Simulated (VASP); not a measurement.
Output of a VASP run:

### OUTCAR
```
 ion  position               nearest neighbor table
   1  0.953  0.000  0.669-  10 1.45  10 1.45   9 1.51
   2  0.502  0.500  0.629-   9 1.55   9 1.55  10 1.55  12 1.61
   3  0.003  0.000  0.576-  11 1.56  12 1.56  12 1.56   9 1.61
   4  0.505  0.500  0.526-  12 1.56  11 1.56  11 1.56  14 1.57
   5  0.005  0.000  0.474-  13 1.56  14 1.56  14 1.56  11 1.57
   6  0.503  0.500  0.424-  14 1.56  13 1.56  13 1.56  16 1.61
   7  0.002  0.000  0.371-  16 1.55  16 1.55  15 1.55  13 1.61
   8  0.453  0.500  0.331-  15 1.45  15 1.45  16 1.51
   9  0.259  0.000  0.628-   1 1.51   2 1.55   2 1.55   3 1.61
  10  0.768  0.500  0.678-   1 1.45   1 1.45   2 1.55
  11  0.255  0.000  0.525-   3 1.56   4 1.56   4 1.56   5 1.57
  12  0.754  0.500  0.576-   4 1.56   3 1.56   3 1.56   2 1.61
  13  0.254  0.000  0.424-   5 1.56   6 1.56   6 1.56   7 1.61
  14  0.755  0.500  0.475-   6 1.56   5 1.56   5 1.56   4 1.57
  15  0.268  0.000  0.322-   8 1.45   8 1.45   7 1.55
  16  0.759  0.500  0.372-   8 1.51   7 1.55   7 1.55   6 1.61
  LATTYP: Found a simple orthorhombic cell.
 ALAT       =     2.5508845543
 B/A-ratio  =     1.4142135701
 C/A-ratio  =     9.8681061001
 Subroutine PRICEL returns:
 Original cell was already a primitive cell.
 Subroutine GETGRP returns: Found  4 space group operations
The static configuration has the point symmetry C_1h.
 The point group associated with its full space group is C_2v.
The dynamic configuration has the point symmetry C_1h.
 Subroutine INISYM returns: Found  4 space group operations
 Subroutine IBZKPT returns following result:
 Found     20 irreducible k-points:

 Following reciprocal coordinates:
            Coordinates               Weight
  0.000000  0.000000  0.000000      1.000000
  0.166667  0.000000  0.000000      2.000000
  0.333333  0.000000  0.000000      2.000000
  0.500000  0.000000  0.000000      1.000000
  0.000000  0.125000  0.000000      2.000000
  0.166667  0.125000  0.000000      4.000000
  0.333333  0.125000  0.000000      4.000000
  0.500000  0.125000  0.000000      2.000000
  0.000000  0.250000  0.000000      2.000000
  0.166667  0.250000  0.000000      4.000000
  0.333333  0.250000  0.000000      4.000000
  0.500000  0.250000  0.000000      2.000000
  0.000000  0.375000  0.000000      2.000000
  0.166667  0.375000  0.000000      4.000000
  0.333333  0.375000  0.000000      4.000000
  0.500000  0.375000  0.000000      2.000000
  0.000000  0.500000  0.000000      1.000000
  0.166667  0.500000  0.000000      2.000000
  0.333333  0.500000  0.000000      2.000000
  0.500000  0.500000  0.000000      1.000000
   k-points           NKPTS =     20   k-points in BZ     NKDIM =     20   number of bands    NBANDS=     41
   number of dos      NEDOS =    301   number of ions     NIONS =     16
   total plane-waves  NPLWV =  39200
   dimension x,y,z NGX =    20 NGY =   14 NGZ =  140
   dimension x,y,z NGXF=    40 NGYF=   28 NGZF=  280
   ions per type =               8   8
   PREC   = normal    normal or accurate (medium, high low for compatibility)
   ISTART =      1    job   : 0-new  1-cont  2-samecut
   ICHARG =      0    charge: 1-file 2-atom 10-const
   ISPIN  =      1    spin polarized calculation?
   LNONCOLLINEAR =      F non collinear calculations
   LSORBIT =      F    spin-orbit coupling
   INIWAV =      1    electr: 0-lowe 1-rand  2-diag
   ENCUT  =  450.0 eV  33.07 Ry    5.75 a.u.   6.24  4.41 43.54*2*pi/ulx,y,z
   NELM   =    100;   NELMIN=  4; NELMDL=  0     # of ELM steps
   EDIFF  = 0.1E-05   stopping-criterion for ELM
   LREAL  =      F    real-space projection
   NLSPLINE    = F    spline interpolate recip. space projectors
   LMAXMIX     =    2 max onsite mixed and CHGCAR
   VOSKOWN=      0    Vosko Wilk Nusair interpolation
   EDIFFG = 0.1E-04   stopping-criterion for IOM
   NSW    =      0    number of steps for IOM
   NBLOCK =      1;   KBLOCK =      1    inner block; outer block
   IBRION =     -1    ionic relax: 0-MD 1-quasi-New 2-CG
   NFREE  =      0    steps in history (QN), initial steepest desc. (CG)
   ISIF   =      2    stress and relaxation
   ISYM   =      2    0-nonsym 1-usesym 2-fastsym
...
```

**OSZICAR**
```
       N       E                     dE             d eps       ncg     rms          rms(c)
DAV:   1    -0.143154966143E+03   -0.14315E+03   -0.17040E-05  2115   0.385E-02    0.496E-03
DAV:   2    -0.143154965378E+03    0.76432E-06   -0.25463E-06  1485   0.143E-02    0.255E-03
DAV:   3    -0.143154964909E+03    0.46974E-06   -0.20256E-06  1550   0.137E-02    0.106E-03
DAV:   4    -0.143154964977E+03   -0.68127E-07   -0.88071E-07  1211   0.576E-03
   1 F= -.14315496E+03 E0= -.14315496E+03  d E =-.614771E-20
```

File OUTCAR:
```
------------------------ aborting loop because EDIFF is reached ----------------------------------------
  FORCE on cell =-STRESS in cart. coord.  units (eV):
  Direction    XX          YY          ZZ          XY          YZ          ZX
  --------------------------------------------------------------------------------------
  Total        1.2348944     -3.0589813     -1.6061045      0.0000000      0.0000000      0.0000000
  in kB        8.5412054    -21.1575889    -11.1086979      0.0000000      0.0000000      0.0000000
  external PRESSURE =      -7.9083605 kB  Pullay stress =       0.0000000 kB
  volume of cell :      231.64
      direct lattice vectors                 reciprocal lattice vectors
     3.607495553  0.000000000  0.000000000     0.277200619  0.000000000  0.000000000
     0.000000000  2.550884554  0.000000000     0.000000000  0.392020877  0.000000000
     0.000000000  0.000000000 25.172399431     0.000000000  0.000000000  0.039726050
 POSITION                                       TOTAL-FORCE (eV/Angst)
 -----------------------------------------------------------------------------------
      3.43666      0.00000     16.84088         0.019387      0.000000     -0.017122
      1.81150      1.27544     15.83434        -0.018334      0.000000     -0.011727
      0.01174      0.00000     14.49100        -0.018903      0.000000      0.007772
      1.82320      1.27544     13.22873        -0.005129      0.000000     -0.005563
      0.01945      0.00000     11.94367        -0.005129      0.000000      0.005563
      1.81549      1.27544     10.68140        -0.018903      0.000000     -0.007772
      0.00776      0.00000      9.33806        -0.018334      0.000000      0.011727
      1.63292      1.27544      8.33152         0.019387      0.000000      0.017122
      0.93459      0.00000     15.81074         0.010415      0.000000     -0.021052
      2.77138      1.27544     17.05649         0.017605      0.000000     -0.024581
      0.92144      0.00000     13.22786        -0.009343      0.000000     -0.006465
      2.71947      1.27544     14.50136         0.004301      0.000000     -0.003902
      0.91572      0.00000     10.67104         0.004301      0.000000      0.003902
      2.72518      1.27544     11.94454        -0.009343      0.000000      0.006465
      0.96763      0.00000      8.11591         0.017605      0.000000      0.024581
      2.73834      1.27544      9.36166         0.010415      0.000000      0.021052
 -----------------------------------------------------------------------------------
    total drift:                                0.004647      0.000000      0.000017
  FREE ENERGIE OF THE ION-ELECTRON SYSTEM (eV)
  ---------------------------------------------------
  free  energy   TOTEN  =      -143.1549649769 eV

  energy  without entropy=     -143.1549649769  energy(sigma->0) =     -143.15496498

 total charge

# of ion       s       p       d       tot
------------------------------------------
    1        0.736   1.331   0.000   2.067
    2        0.672   1.342   0.000   2.014
    3        0.673   1.346   0.000   2.019
    4        0.677   1.367   0.000   2.044
    5        0.677   1.367   0.000   2.044
    6        0.673   1.346   0.000   2.019
    7        0.672   1.342   0.000   2.014
    8        0.736   1.331   0.000   2.067
    9        1.220   2.744   0.000   3.963
   10        1.226   2.715   0.000   3.942
   11        1.213   2.743   0.000   3.956
   12        1.214   2.731   0.000   3.945
   13        1.214   2.731   0.000   3.945
   14        1.213   2.743   0.000   3.956
   15        1.226   2.715   0.000   3.942
   16        1.220   2.744   0.000   3.963
--------------------------------------------------
tot         15.261  32.637   0.000  47.898
```
(Selected blocks of OUTCAR.)

POSCAR:
```
BN(110) slab
1
    3.6074955525     0.0000000000     0.0000000000
    0.0000000000     2.5508845543     0.0000000000
    0.0000000000     0.0000000000    25.1723994310
B N
8 8
Direct
  0.9526453325   0.0000000000   0.6690217823
  0.5021500288   0.5000000000   0.6290357735
  0.0032552917   0.0000000000   0.5756703507
  0.5053910540   0.5000000000   0.5255251996
  0.0053910540   0.0000000000   0.4744748004
  0.5032552917   0.5000000000   0.4243296493
  0.0021500288   0.0000000000   0.3709642265
  0.4526453325   0.5000000000   0.3309782177
  0.2590682894   0.0000000000   0.6280980535
  0.7682283511   0.5000000000   0.6775867872
  0.2554224550   0.0000000000   0.5254906373
  0.7538391975   0.5000000000   0.5760818522
  0.2538391975   0.0000000000   0.4239181478
  0.7554224550   0.5000000000   0.4745093627
  0.2682283511   0.0000000000   0.3224132128
  0.7590682894   0.5000000000   0.3719019465
```

### Question
Write an INCAR and KPOINTS that could have produced this output.

### Answer
Several could match; the one computed here: the input of the run itself, PBEsol GGA, plane waves, VASP's PBE PAW potentials (set 64).

**INCAR**
```
! general
SYSTEM = BN(110) slab
PREC   = Normal
ENCUT  = 450
LREAL  = F   ! projection in real space or not
LASPH  = T   ! aspherical one-centre terms

! electronic loop
EDIFF  = 1E-6   ! SCF stop (eV)
NELM   = 100
NELMIN = 4
ALGO   = Normal

! smearing
ISMEAR = 0   ! Gaussian
SIGMA  = 0.05

! functional
GGA    = PS

! output
LWAVE  = F
LCHARG = F
LORBIT = 11   ! lm-projected
LVHAR  = T

! other
LDIPOL = T
IDIPOL = 3
DIPOL  = 0.5 0.5 0.5
```

### KPOINTS
```
Automatic mesh
0
Gamma
6 8 1
0 0 0
```

POTCAR, in this order: B N (PBE.64 set). Program: vasp_std. Read from the step before: WAVECAR.

At this cut-off the stress carries a Pulay error, which pulls relaxed volumes low.

The cell is a thin slab with vacuum, built from BN (zinc blende): (110) face.
